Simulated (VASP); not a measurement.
Given:

```xyz
2
Lattice="0.0000 2.3110 2.3110 2.3110 0.0000 2.3110 2.3110 2.3110 0.0000" Properties=species:S:1:pos:R:3 pbc="T T T"
Hf     0.0000     0.0000     0.0000
N      2.3110     2.3110     2.3110
```

All values below come from vdW-DF2, VASP's PBE PAW potentials (set 64) (plane waves; VASP). Run with 520 eV cut-off, Gaussian smearing of 0.050 eV, potentials Hf_pv N.

Problem. Give the energies of bands 5 to 10 at the high-symmetry points, in eV from the Fermi level.

Solution. 
| band | Γ | X | U | L | W |
|---|---|---|---|---|---|
| 5 | -3.02 | -5.30 | -6.05 | -8.38 | -5.88 |
| 6 | -3.02 | -3.67 | -5.37 | -5.86 | -5.28 |
| 7 | -3.02 | -3.67 | -4.79 | -5.86 | -5.28 |
| 8 | -0.35 | -3.43 | -0.80 | 2.81 | 0.97 |
| 9 | -0.35 | 3.64 | 3.39 | 3.17 | 0.97 |
| 10 | -0.35 | 4.73 | 3.85 | 3.17 | 4.74 |

It has no gap at this level: it comes out as a metal or semimetal.

The compound is HfN in the rock salt structure. It was relaxed first, which changed the volume by +7 %. The electron count is odd and the run is not spin-polarised, which forces a metal.
